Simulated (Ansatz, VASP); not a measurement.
**One calculation of TeAu3I, two programs**

```
I Te Au
1.0
     6.62815    0.00000    0.00000
     0.00000    6.62815    0.00000
     0.00000    0.00000    6.62815
I Te Au
1 1 3
Direct
  0.00000 0.00000 0.00000
  0.50000 0.50000 0.50000
  0.50000 0.50000 0.00000
  0.50000 0.00000 0.50000
  0.00000 0.50000 0.50000
```

The cell comes from a database or a generator and needn't be the stable form of this composition.

Alike in both runs: task single point; functional PBEsol; k mesh 4 × 4 × 4; occupations gaussian, width 0.05 eV; no spin polarisation.

```csv
,VASP,Ansatz
version,VASP 6.6.1,Ansatz 0.2.0
potentials or method,"VASP PAW PBE potentials, release 64 (I, Te, Au)","scalar-relativistic, plane waves, PAW"
plane-wave cutoff (eV),520,420
valence electrons in the cell,46,90
```

Ansatz gave:

* gap on the k mesh at the Fermi level (eV): none
* pressure (GPa): -5.5

Question: What did VASP give for the same quantities?

Answer: gap on the k mesh at the Fermi level (eV): none; pressure (GPa): -5.6.

A gap of «none» marks a metal or a gap that the smearing closes. The two sets of potentials don't hold the same shells in valence.

Caveats: the PAW data sets were made with another functional, which shifts forces and pressure a little (VASP). The runs have no spin-orbit coupling, so splittings on Au, I, Te are missing.
